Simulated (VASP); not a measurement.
Here is the system:

```
CELL_PARAMETERS angstrom
      1.55906    -2.70037     0.00000
      1.55906     2.70037     0.00000
      0.00000     0.00000    10.27876
ATOMIC_POSITIONS crystal
  La 0.00000 0.00000 0.50000
  La 0.00000 0.00000 0.00000
  La 0.33333 0.66667 0.25000
  La 0.66667 0.33333 0.75000
```

Calculation: PBE GGA, VASP's PBE PAW potentials (set 64) (plane waves; VASP). Run with 500 eV cut-off, 11×11×3 Γ-centred mesh, first-order Methfessel-Paxton smearing of 0.10 eV, potentials La.

### Question
Predict the energy per atom (σ→0), pressure, band gap (on the k-mesh) with the smallest direct gap where there is one.

### Answer

```
Property                                                     Value
------------------------  ----------------------------------------
band gap (on the k-mesh)  none (metal, semimetal or under 0.01 eV)
energy per atom (σ→0)                               -3.884 eV/atom
pressure                                                 29.98 GPa
```

The compound is La in the dhcp structure. It was relaxed first under an external pressure of 30 GPa.
